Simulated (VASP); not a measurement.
# C (Fd-3m) in VASP: Born charges and dielectric tensor with LDA

Aim: the Born charges and dielectric tensor of C with LDA.

All numbers are computed with VASP 6.6.1; they aren't measurements. Logs are shortened: lines on timing, memory, paths and dates and some standing lists are left out, and cuts for length are marked.

### Step 1. Starting point

The structure is cubic, space group Fd-3m (No. 227). Conventional cell: a = 3.555 Å, b = 3.555 Å, c = 3.555 Å, α = 90.00°, β = 90.00°, γ = 90.00°. C (site symmetry -43m) has 4 C at 1.54 Å as nearest neighbours.

This isn't the form of C at room conditions, which is graphite.

### Step 2. Born charges and dielectric tensor, LDA

INCAR

```
SYSTEM = C
PREC     = Accurate       ! precision mode
ENCUT    = 600            ! plane-wave cutoff, eV
EDIFF    = 1E-8           ! SCF threshold, eV
ISMEAR   = 0              ! smearing method
SIGMA    = 0.02           ! smearing width, eV
LREAL    = .FALSE.        ! projectors in reciprocal space
LASPH    = .TRUE.         ! aspherical terms in the spheres
NELM     = 60             ! most SCF steps
ALGO     = Fast           ! electronic algorithm
ISIF     = 2              ! what is computed and relaxed
LWAVE    = .FALSE.        ! write WAVECAR
LCHARG   = .FALSE.        ! write CHGCAR
GGA      = CA             ! functional
LEPSILON = .TRUE.         ! dielectric tensor by DFPT
IBRION   = 8              ! ionic algorithm
NSW      = 1              ! ionic steps
```

KPOINTS

```
Automatic mesh
0
G
  12 12 12
  0 0 0
```

POSCAR

```
C
1.0
    0.0000000000      1.7774500000      1.7774500000
    1.7774500000      0.0000000000      1.7774500000
    1.7774500000      1.7774500000      0.0000000000
C
2
Direct
    0.5000000000      0.5000000000      0.5000000000
    0.7500000000      0.7500000000      0.7500000000
```

Potentials or basis: VASP PAW LDA potentials, release 64 (C).

The run is started by

```bash
$ cat potpaw_LDA.64/C/POTCAR > POTCAR
$ mpirun -np 1 vasp_std > vasp.out
```

OUTCAR:

```text
SYSTEM = C
   PREC = Accurate
   ENCUT = 600
   EDIFF = 1E-8
   ISMEAR = 0
   LREAL = .FALSE.
   LASPH = .TRUE.
   NELM = 60
   ISIF = 2
   GGA = CA
   LEPSILON = .TRUE.
   IBRION = 8
   NSW = 1

 ion  position               nearest neighbor table
   1  0.500  0.500  0.500-   2 1.54   2 1.54   2 1.54   2 1.54
   2  0.750  0.750  0.750-   1 1.54   1 1.54   1 1.54   1 1.54

  LATTYP: Found a face centered cubic cell.
 ALAT       =     3.5549000000

  Lattice vectors:

 A1 = (   0.0000000000,   1.7774500000,   1.7774500000)
 A2 = (   1.7774500000,   0.0000000000,   1.7774500000)
 A3 = (   1.7774500000,   1.7774500000,   0.0000000000)

Analysis of symmetry for initial positions (statically):
=====================================================================
 Subroutine PRICEL returns:
 Original cell was already a primitive cell.

 Routine SETGRP: Setting up the symmetry group for a
 face centered cubic supercell.

 Subroutine GETGRP returns: Found 48 space group operations
 (whereof 24 operations were pure point group operations)
 out of a pool of 48 trial point group operations.

The static configuration has the point symmetry T_d .
 The point group associated with its full space group is O_h .

Analysis of symmetry for dynamics (positions and initial velocities):
=====================================================================
 Subroutine PRICEL returns:
 Original cell was already a primitive cell.

 Routine SETGRP: Setting up the symmetry group for a
 face centered cubic supercell.

 Subroutine GETGRP returns: Found 48 space group operations
 (whereof 24 operations were pure point group operations)
 out of a pool of 48 trial point group operations.

The dynamic configuration has the point symmetry T_d .
 The point group associated with its full space group is O_h .

 Subroutine INISYM returns: Found 48 space group operations
 (whereof 24 operations are pure point group operations),
 and found     1 'primitive' translations

----------------------------------------------------------------------------------------
[... 496 lines left out ...]
           5.790612     0.000000    -0.000000
          -0.000000     5.790612     0.000000
          -0.000000     0.000000     5.790612
 ------------------------------------------------------

 PIEZOELECTRIC TENSOR (including local field effects)  for field in x, y, z        (e  Angst)
          XX          YY          ZZ          XY          YZ          ZX
  --------------------------------------------------------------------------------
  x    -0.00000    -0.00000    -0.00000     0.00000    -0.00000     0.00000
  y    -0.00000     0.00000    -0.00000     0.00000     0.00000     0.00000
  z    -0.00000     0.00000     0.00000    -0.00000     0.00000     0.00000

 PIEZOELECTRIC TENSOR (including local field effects)  for field in x, y, z        (C/m^2)
          XX          YY          ZZ          XY          YZ          ZX
  --------------------------------------------------------------------------------
  x    -0.00000    -0.00000    -0.00000     0.00000    -0.00000     0.00000
  y    -0.00000     0.00000    -0.00000     0.00000     0.00000     0.00000
  z    -0.00000     0.00000     0.00000    -0.00000     0.00000     0.00000

 BORN EFFECTIVE CHARGES (including local field effects) (in |e|, cummulative output)
 ---------------------------------------------------------------------------------
 ion    1
    1    -0.00000     0.00000     0.00000
    2     0.00000    -0.00000     0.00000
    3     0.00000     0.00000     0.00000
 ion    2
    1     0.00000     0.00000     0.00000
    2     0.00000     0.00000     0.00000
    3     0.00000     0.00000    -0.00000

 INTERNAL STRAIN TENSOR FOR ION    2 for displacements in x,y,z  (eV/Angst):
          X           Y           Z          XY          YZ          ZX
  --------------------------------------------------------------------------------
  x    -0.00000     0.00000     0.00000     0.00000    -3.11603     0.00000
  y    -0.00000     0.00000    -0.00000     0.00000     0.00000    -3.11603
  z     0.00000     0.00000    -0.00000    -3.11603     0.00000     0.00000

 SECOND DERIVATIVES (NOT SYMMETRIZED)
 ------------------------------------
               1X          1Y          1Z          2X          2Y          2Z
  1X   -37.361699    0.000000    0.000000   37.361699    0.000000    0.000000
  1Y     0.000000  -37.361699    0.000000    0.000000   37.361699    0.000000
  1Z     0.000000    0.000000  -37.361699    0.000000    0.000000   37.361699
  2X    37.361699    0.000000    0.000000  -37.361699    0.000000    0.000000
  2Y     0.000000   37.361699    0.000000    0.000000  -37.361699    0.000000
  2Z     0.000000    0.000000   37.361699    0.000000    0.000000  -37.361699

 Eigenvectors and eigenvalues of the dynamical matrix
 ----------------------------------------------------

   1 f  =   38.993251 THz   245.001823 2PiTHz 1300.674853 cm-1   161.263056 meV
             X         Y         Z           dx          dy          dz
      1.777450  1.777450  1.777450     0.000000   -0.707107    0.000000
      2.666175  2.666175  2.666175     0.000000    0.707107    0.000000
[... 21 lines left out ...]
   6 f  =    0.000000 THz     0.000000 2PiTHz    0.000000 cm-1     0.000000 meV
             X         Y         Z           dx          dy          dz
      1.777450  1.777450  1.777450     0.000000    0.000000    0.707107
      2.666175  2.666175  2.666175     0.000000    0.000000    0.707107

--------------------------------------------------------------------------------------------------------

 MACROSCOPIC STATIC DIELECTRIC TENSOR IONIC CONTRIBUTION
 ------------------------------------------------------
           0.000000     0.000000     0.000000
           0.000000     0.000000     0.000000
           0.000000     0.000000     0.000000
 ------------------------------------------------------

 ELASTIC MODULI CONTR FROM IONIC RELAXATION (kBar)
 Direction    XX          YY          ZZ          XY          YZ          ZX
 --------------------------------------------------------------------------------
 XX          -0.0000      0.0000      0.0000      0.0000     -0.0000     -0.0000
 YY           0.0000     -0.0000      0.0000      0.0000      0.0000      0.0000
 ZZ           0.0000      0.0000     -0.0000     -0.0000      0.0000     -0.0000
 XY           0.0000      0.0000     -0.0000    -37.0737      0.0000      0.0000
 YZ          -0.0000      0.0000      0.0000      0.0000    -37.0737      0.0000
 ZX          -0.0000      0.0000     -0.0000      0.0000      0.0000    -37.0737
 --------------------------------------------------------------------------------

 PIEZOELECTRIC TENSOR IONIC CONTR  for field in x, y, z        (C/m^2)
          XX          YY          ZZ          XY          YZ          ZX
  --------------------------------------------------------------------------------
  x    -0.00000     0.00000     0.00000     0.00000    -0.00000     0.00000
  y    -0.00000     0.00000    -0.00000     0.00000     0.00000    -0.00000
  z    -0.00000    -0.00000     0.00000     0.00000     0.00000     0.00000
```

OSZICAR:

```text
N       E                     dE             d eps       ncg     rms          rms(c)
DAV:   1    -0.818241331426E+00   -0.81824E+00   -0.55516E+03  1232   0.109E+03
DAV:   2    -0.209534607954E+02   -0.20135E+02   -0.19466E+02  1864   0.121E+02
[... 13 lines left out ...]
RMM:   5    -0.111028220241E+00    0.72853E-04   -0.20327E-05  7137   0.192E-02    0.101E-03
RMM:   6    -0.111027033181E+00    0.11871E-05   -0.10778E-06  7049   0.145E-03    0.413E-04
RMM:   7    -0.111024353572E+00    0.26796E-05    0.55387E-08  7365   0.488E-04    0.672E-05
RMM:   8    -0.111024691421E+00   -0.33785E-06   -0.28345E-08  7196   0.810E-05    0.173E-05
RMM:   9    -0.111024426364E+00    0.26506E-06    0.50702E-08  7345   0.328E-05    0.149E-06
RMM:  10    -0.111024433805E+00   -0.74405E-08    0.57794E-09  7165   0.440E-06    0.319E-07
 Linear response finished
```

Wall time 39 s (1 thread of Intel Xeon 6975P-C (Granite Rapids), shared host); peak memory 0.19 GiB.

Results:

| Quantity | Value |
| --- | --- |
| Band gap on the k mesh | 4.15 eV, indirect (least direct gap 5.57 eV) |
| Electronic dielectric tensor (diagonal) | 5.79 |
| Born charges (mean of the diagonal) | C +0.00 e |
| Highest phonon frequency at Γ | 1301 cm⁻¹ |

Phonon frequencies in cm⁻¹ (negative: imaginary):
```
              q point           frequencies
(0.000, 0.000, 0.000)  0 0 0 1301 1301 1301
```

Electronic dielectric tensor:
```
5.79 0.00 0.00
0.00 5.79 0.00
0.00 0.00 5.79
```

Born effective charge tensors (e):
atom 1, C
```
0.00 0.00 0.00
0.00 0.00 0.00
0.00 0.00 0.00
```
atom 2, C
```
0.00 0.00 0.00
0.00 0.00 0.00
0.00 0.00 0.00
```

A k mesh can miss the band edges. A hybrid or GW would open this gap; LDA tends to underestimate it.
